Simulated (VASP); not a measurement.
An input for Quantum ESPRESSO's pw.x (written as the equivalent of a VASP run, and not itself run):

```
&CONTROL
  calculation = 'scf'
  pseudo_dir = './pseudo'
  outdir = './out'
  tprnfor = .true.
  tstress = .true.
/
&SYSTEM
  ibrav = 0
  nat = 8
  ntyp = 3
  ecutwfc = 102
  occupations = 'smearing'
  smearing = 'gaussian'
  degauss = 0.009996
  input_dft = 'pz'
/
&ELECTRONS
  conv_thr = 7.3e-08
  electron_maxstep = 100
/
ATOMIC_SPECIES
  Ca 40.078 Ca.upf
  Cd 112.414 Cd.upf
  O 15.999 O.upf
CELL_PARAMETERS angstrom
     3.3336500   -4.7338900    0.0000000
     3.3336500    4.7338900    0.0000000
     0.0000000    0.0000000    3.3704800
ATOMIC_POSITIONS crystal
  Ca   0.5000000  0.5000000  0.0000000
  Cd   0.0000000  0.5000000  0.5000000
  Cd   0.5000000  0.0000000  0.5000000
  Cd   0.0000000  0.0000000  0.0000000
  O    0.2494400  0.7505600  0.0000000
  O    0.7505600  0.2494400  0.0000000
  O    0.7485300  0.7485300  0.5000000
  O    0.2514700  0.2514700  0.5000000
K_POINTS automatic
  4 4 7 0 0 0
```

Q: Translate this input to VASP (INCAR, KPOINTS, POSCAR, choice of POTCAR).

A: One answer among several that fit: 
### INCAR
```
# general
SYSTEM  = CaCd3O4
PREC    = Accurate
ENCUT   = 400   # plane-wave cut-off (eV)
LREAL   = .FALSE.   # projection in real space or not
LASPH   = .TRUE.   # aspherical one-centre terms

# electronic loop
EDIFF   = 1E-6
NELM    = 100   # most electronic steps
ALGO    = Normal
LMAXMIX = 4   # l cut-off of mixed one-centre charges

# smearing
ISMEAR  = 0
SIGMA   = 0.136

# ions
ISIF    = 2   # forces and stress, cell fixed

# output
LWAVE   = .FALSE.
LCHARG  = .FALSE.
```

### POSCAR
```
CaCd3O4
1
    3.3336500000    -4.7338900000     0.0000000000
    3.3336500000     4.7338900000     0.0000000000
    0.0000000000     0.0000000000     3.3704800000
Ca Cd O
1 3 4
Direct
  0.5000000000   0.5000000000   0.0000000000
  0.0000000000   0.5000000000   0.5000000000
  0.5000000000   0.0000000000   0.5000000000
  0.0000000000   0.0000000000   0.0000000000
  0.2494400000   0.7505600000   0.0000000000
  0.7505600000   0.2494400000   0.0000000000
  0.7485300000   0.7485300000   0.5000000000
  0.2514700000   0.2514700000   0.5000000000
```

KPOINTS:
```
Automatic
0
Gamma
 4 4 7
0 0 0
```

POTCAR, in this order: Ca_sv Cd O (LDA.64 set). Program: vasp_std.

What does not carry over: the potentials are each code's own (VASP's PAW set, PseudoDojo norm-conserving files in pw.x), so ENCUT and ecutwfc are chosen apart and not converted; conv_thr bounds pw.x's estimated SCF error, while EDIFF bounds the energy change between steps.

The structure comes from a computed database's CaCd3O4 entry (Cmmm); how it stands against other phases isn't given here. The cell was not relaxed at this level.
